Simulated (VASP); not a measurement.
# SnTe: lattice, stiffness and zone-centre modes, part 2 of 2

What lattice, stiffness and vibrations does SnTe have at one level of theory? The starting structure is a measured crystal structure from the Crystallography Open Database. All runs use PBEsol.

VASP 6.6.1.

So far. Step 3 (Elastic constants): The elastic tensor has C11 = 134.4, C12 = 5.0, C44 = 15.6 GPa; its Hill averages are a bulk modulus of 48.2 and a shear modulus of 28.8 GPa. Step 4 (Modes of the relaxed cell): The zone-centre modes at 31.054 Å³ an atom are T1u 32.3 cm⁻¹.

### 5. Modes at 0.97 of that volume

Level of this step: PBEsol; plane waves and PAW (Te, Sn_d) (VASP).

Shape and positions were first relaxed at this volume, in a run that isn't shown.

INCAR

```
SYSTEM = SnTe
PREC = Accurate
ENCUT = 500
EDIFF = 1E-08
NELM = 100
ISMEAR = 0
SIGMA = 0.03
LREAL = .FALSE.
ALGO = Normal
GGA = PS
NBANDS = 16
LORBIT = 11
LWAVE = .FALSE.
LCHARG = .FALSE.
KPAR = 4
IBRION = 8
LEPSILON = .TRUE.
LPEAD = .TRUE.
ISIF = 2
```

POSCAR

```
SnTe
1.0
    0.0000000000      3.1114389276      3.1114389276
    3.1114389276      0.0000000000      3.1114389276
    3.1114389276      3.1114389276      0.0000000000
Te Sn
1 1
Direct
    0.5000000000      0.5000000000      0.5000000000
    0.0000000000      0.0000000000      0.0000000000
```

KPOINTS

```
Automatic mesh
0
Gamma
12 12 12
0 0 0
```

The projector-augmented-wave data sets are Te and Sn_d (PBE family, release 64).

Launch:

```bash
$ mpirun -np 4 vasp_std
```

What it wrote:

```text
[... set-up lines as in an earlier step ...]
 entering main loop
       N       E                     dE             d eps       ncg     rms          rms(c)
DAV:   1     0.121679532168E+03    0.12168E+03   -0.94404E+03  2376   0.142E+03
DAV:   2     0.158566138348E+01   -0.12009E+03   -0.11754E+03  2576   0.358E+02
DAV:   3    -0.810726460606E+01   -0.96929E+01   -0.96258E+01  2824   0.863E+01
DAV:   4    -0.836608901236E+01   -0.25882E+00   -0.25878E+00  2792   0.156E+01
[...]
DAV:  13    -0.832928964360E+01    0.19199E-06   -0.21325E-07  3160   0.384E-03    0.176E-03
DAV:  14    -0.832928973961E+01   -0.96011E-07   -0.17425E-08  2072   0.165E-03    0.725E-04
DAV:  15    -0.832928974911E+01   -0.95029E-08   -0.42951E-09  1640   0.507E-04
   1 F= -.83292897E+01 E0= -.83292897E+01  d E =-.907772E-12
 Linear response reoptimize wavefunctions to high precision
DAV:   1    -0.832928975192E+01   -0.28094E-08   -0.10179E-09  1944   0.223E-04
DAV:   2    -0.832928975190E+01    0.22737E-10   -0.14498E-10  1584   0.112E-04
 Linear response to external field (no local field effect), progress :
[...]
RMM:  12    -0.475603265145E-01    0.41917E-09    0.51539E-09  7610   0.549E-06    0.545E-07
 first order change of Fermi-energy  -0.68509E-03
 force on displaced ion       1 direction 1 :  -0.579   0.000   0.000
 Born effective charge ion    1 direction 1 :  -9.295   0.000   0.000
 Linear response progress:
  Degree of freedom:   2/  2
       N       E                     dE             d eps       ncg     rms          rms(c)
RMM:   1    -0.215064160358E+00   -0.21506E+00    0.32125E-01  6313   0.105E+01
RMM:   2    -0.220356185974E+00   -0.52920E-02   -0.11857E-02  9179   0.869E-01    0.837E-02
RMM:   3    -0.220187691966E+00    0.16849E-03   -0.90809E-04 10079   0.242E-01    0.447E-02
RMM:   4    -0.219893360630E+00    0.29433E-03   -0.85410E-05 10084   0.738E-02    0.819E-03
[...]
RMM:  14    -0.219886879285E+00    0.38054E-07    0.45454E-08 11078   0.337E-05    0.101E-05
RMM:  15    -0.219886839426E+00    0.39860E-07    0.21994E-08 10276   0.240E-05    0.701E-06
RMM:  16    -0.219886838395E+00    0.10309E-08    0.81852E-09  8989   0.185E-05    0.231E-06
 first order change of Fermi-energy   0.51008E-03
 force on displaced ion       2 direction 1 :  -0.604   0.000   0.000
 Born effective charge ion    2 direction 1 :   9.369   0.000   0.000
 Born effective charges drift removed
 Linear response finished
```

The job ended after 2.2 min (4 MPI ranks of Intel Xeon 6975P-C (Granite Rapids), shared host; peak memory 2.7 GiB; 8.7 min of CPU time).

From OUTCAR (step 5):

```text
  Total        0.6068592      0.6068592      0.6068592      0.0000000      0.0000000     -0.0000000
  in kB       16.1392995     16.1392995     16.1392995      0.0000000      0.0000000     -0.0000000
  external PRESSURE =      16.1392995 kB  Pullay stress =       0.0000000 kB

 POSITION                                       TOTAL-FORCE (eV/Angst)
 -----------------------------------------------------------------------------------
      3.11144      3.11144      3.11144         0.000000     -0.000000      0.000000
      0.00000      0.00000      0.00000        -0.000000      0.000000     -0.000000
 -----------------------------------------------------------------------------------
    total drift:                                0.000000     -0.000000     -0.000000

 MACROSCOPIC STATIC DIELECTRIC TENSOR (including local field effects in DFT)
 ------------------------------------------------------
        1604.095931     0.000000     0.000000
           0.000000  1604.095931     0.000000
          -0.000000     0.000000  1604.095931
 ------------------------------------------------------

 MACROSCOPIC STATIC DIELECTRIC TENSOR IONIC CONTRIBUTION
 ------------------------------------------------------
         228.679646     0.000000     0.000000
           0.000000   228.679646    -0.000000
           0.000000    -0.000000   228.679646
 ------------------------------------------------------

[... 1 part as in an earlier step ...]

[... 1 further part left out ...]
```

The zone-centre modes at 30.122 Å³ an atom are T1u 51.2 cm⁻¹.

### 6. Modes at 1.03 of that volume

Shape and positions were first relaxed at this volume, in a run that isn't shown.

INCAR is that of step 5.

POSCAR

```
SnTe
1.0
    0.0000000000      3.1743132195      3.1743132195
    3.1743132195      0.0000000000      3.1743132195
    3.1743132195      3.1743132195      0.0000000000
Te Sn
1 1
Direct
    0.5000000000      0.5000000000      0.5000000000
    0.0000000000      0.0000000000      0.0000000000
```

KPOINTS is that of step 5.

Launch:

```bash
$ mpirun -np 4 vasp_std
```

What it wrote:

```text
[... set-up lines as in an earlier step ...]
 entering main loop
       N       E                     dE             d eps       ncg     rms          rms(c)
DAV:   1     0.120161241848E+03    0.12016E+03   -0.93919E+03  2328   0.140E+03
DAV:   2     0.148832974637E+01   -0.11867E+03   -0.11617E+03  2496   0.344E+02
DAV:   3    -0.812342317866E+01   -0.96118E+01   -0.95797E+01  2920   0.865E+01
DAV:   4    -0.838295772386E+01   -0.25953E+00   -0.25949E+00  2824   0.155E+01
[...]
DAV:  15    -0.833222038810E+01    0.22649E-07   -0.16851E-08  2264   0.892E-04    0.686E-04
DAV:  16    -0.833222040640E+01   -0.18296E-07   -0.70478E-10  1544   0.307E-04    0.194E-04
DAV:  17    -0.833222041470E+01   -0.83041E-08   -0.37100E-10  1408   0.264E-04
   1 F= -.83322204E+01 E0= -.83322130E+01  d E =-.148034E-04
 Linear response reoptimize wavefunctions to high precision
DAV:   1    -0.833222041663E+01   -0.19268E-08   -0.62151E-11  1568   0.898E-05
DAV:   2    -0.833222041664E+01   -0.12733E-10   -0.13642E-11  1408   0.413E-05
 Linear response to external field (no local field effect), progress :
[...]
RMM:  12    -0.481321439561E-01    0.76335E-09   -0.93997E-08  6568   0.159E-05    0.228E-07
 first order change of Fermi-energy   0.10062E-03
 force on displaced ion       1 direction 1 :   0.146   0.000   0.000
 Born effective charge ion    1 direction 1 :   7.188   0.000   0.000
 Linear response progress:
  Degree of freedom:   2/  2
       N       E                     dE             d eps       ncg     rms          rms(c)
RMM:   1    -0.215641535369E+00   -0.21564E+00    0.27776E-01  6324   0.103E+01
RMM:   2    -0.220783240807E+00   -0.51417E-02   -0.12113E-02  9168   0.866E-01    0.763E-02
RMM:   3    -0.220628223124E+00    0.15502E-03   -0.95738E-04 10145   0.245E-01    0.405E-02
RMM:   4    -0.220335500715E+00    0.29272E-03   -0.84228E-05 10104   0.732E-02    0.850E-03
[...]
RMM:  15    -0.220316356847E+00   -0.97395E-07   -0.17497E-09 10700   0.786E-05    0.889E-05
RMM:  16    -0.220316523486E+00   -0.16664E-06   -0.35694E-09  9444   0.782E-05    0.282E-05
RMM:  17    -0.220316523707E+00   -0.22096E-09   -0.12856E-08 10977   0.672E-05    0.333E-05
 first order change of Fermi-energy   0.11941E-03
 force on displaced ion       2 direction 1 :   0.143   0.000   0.000
 Born effective charge ion    2 direction 1 :   6.731   0.000   0.000
 Born effective charges drift removed
 Linear response finished
```

It took 2 min on 4 MPI ranks; peak memory 3 GiB; 7.8 min of CPU time.

OUTCAR, selected parts (step 6):

```text
  Total       -0.5029077     -0.5029077     -0.5029077      0.0000000     -0.0000000      0.0000000
  in kB      -12.5956196    -12.5956196    -12.5956196      0.0000000     -0.0000000      0.0000000
  external PRESSURE =     -12.5956196 kB  Pullay stress =       0.0000000 kB

 POSITION                                       TOTAL-FORCE (eV/Angst)
 -----------------------------------------------------------------------------------
      3.17431      3.17431      3.17431        -0.000000     -0.000000     -0.000000
      0.00000      0.00000      0.00000         0.000000      0.000000      0.000000
 -----------------------------------------------------------------------------------
    total drift:                               -0.000000      0.000000      0.000000

 MACROSCOPIC STATIC DIELECTRIC TENSOR (including local field effects in DFT)
 ------------------------------------------------------
           1.000000     0.000000     0.000000
           0.000000     1.000000     0.000000
           0.000000     0.000000     1.000000
 ------------------------------------------------------

 MACROSCOPIC STATIC DIELECTRIC TENSOR IONIC CONTRIBUTION
 ------------------------------------------------------
           0.000000     0.000000     0.000000
           0.000000     0.000000     0.000000
           0.000000     0.000000     0.000000
 ------------------------------------------------------

[... 1 part as in an earlier step ...]

[... 1 further part left out ...]
```

The dielectric tensor of 1.00 in OUTCAR stands for a response that wasn't computed and is no result.

The zone-centre modes at 31.985 Å³ an atom are T1u -25.3 cm⁻¹.

### 7. The runs compared

```
                         run  volume (Å³/atom)    T1u  core minutes
                  relaxation            31.054      -         0.213
           elastic constants            31.054      -          18.6
   modes of the relaxed cell            31.054   32.3          8.73
modes at 0.97 of that volume            30.122   51.2          8.73
modes at 1.03 of that volume            31.985  -25.3          7.87
```

Modes are in cm⁻¹, degenerate ones as one, matched by symmetry and order. A number in brackets counts the listed modes of one symmetry from the lowest. The symmetry labels come from an automatic analysis and can be wrong where levels nearly coincide. Core minutes are wall time times ranks of the run shown, on a shared host.

### 8. Outcome

| Quantity | Value |
| --- | --- |
| relaxed volume | 31.05 Å³/atom |
| bulk modulus from two volumes | 49.2 GPa |
| Hill shear modulus | 28.8 GPa |
| mode T1u | 32.3 cm⁻¹ |

**Reading.** At the PBEsol level SnTe relaxes to 31.05 Å³ an atom. The bulk modulus is 49.2 GPa from the pressures at two volumes and 48.2 GPa as the Hill average of the elastic tensor, so the two routes agree. Soft modes change by more than one parameter describes: T1u goes from 51.2 to -25.3 cm⁻¹ between the two cells. The elastic run, on an 8×8×8 mesh, has modes that differ by up to 48 cm⁻¹, so soft modes aren't converged and no firm result. Imaginary modes appear in the modes at 1.03 of that volume, given as negative numbers, so the symmetric structure may be unstable at those volumes. The dielectric constants and Born charges in the logs aren't compared here; at a small gap they can be far off, and in a run without a gap they mean nothing. The frequencies are harmonic, and the splitting of polar modes by their long-range field is left out. All values are for a static lattice. Further runs on this material are not shown.

[Lines on the potential files, build, host, timing and source positions are cut from VASP's logs without a mark.]

[Logs are printed without paths, hosts, clocks, repeated set-up lines and the standing remarks that a program may print on its own settings, such as how far it seeks lower states.]

[Hosts, paths, dates, database ids (printed as entryN), source tags and the programs' standing remarks are cut or masked in the printed files.]
